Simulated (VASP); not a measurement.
The system is SrTiC2.

```
Sr Ti C
1.0
     3.77497    0.00000    0.00000
    -1.88748    3.26922    0.00000
     0.00000    0.00000    6.28402
Sr Ti C
1 1 2
Direct
  0.00000 0.00000 0.50000
  0.00000 0.00000 0.00000
  0.33333 0.66667 0.00000
  0.66667 0.33333 0.00000
```

The cell was built by a generator and needn't be a form met in nature.

```yaml
Program: VASP 6.6.1
Task: single point
Functional: PBE
Potentials_or_basis: VASP PAW PBE potentials, release 64 (Sr_sv, Ti_sv, C)
Cutoff: 520 eV
k_mesh: 8 × 8 × 4
Occupations: fermi-dirac, width 0.05 eV
Spin: no spin polarisation
```

On this cell: pressure -0.6 GPa; largest force under 0.003 eV/Å; band gap on the k mesh none (metal or under the smearing width).

The same run follows on a disturbed copy (atoms moved at random, drawn with an rms of 0.05 Å):

```
Sr Ti C
1.0
     3.77497    0.00000    0.00000
    -1.88748    3.26922    0.00000
     0.00000    0.00000    6.28402
Sr Ti C
1 1 2
Direct
  0.00966 0.00353 0.50818
  0.02529 0.00983 0.00489
  0.33149 0.67358 0.00142
  0.65348 0.33569 0.99756
```

Problem. What does the disturbed cell give?

Solution. The energy (extrapolated to zero smearing) moves by +1.9 meV/atom; pressure 0.0 GPa; largest force 0.285 eV/Å; band gap on the k mesh none (metal or under the smearing width).

Forces in eV/Å, atoms in the order of the input:
```
Sr  -0.025 -0.018  0.050
Ti  -0.210 -0.039  0.078
C    0.282 -0.036 -0.015
C   -0.048  0.093 -0.113
```

Stress tensor (GPa, compression positive):
```
 0.36  0.92 -0.01
 0.92  0.05 -0.01
-0.01 -0.01 -0.53
```
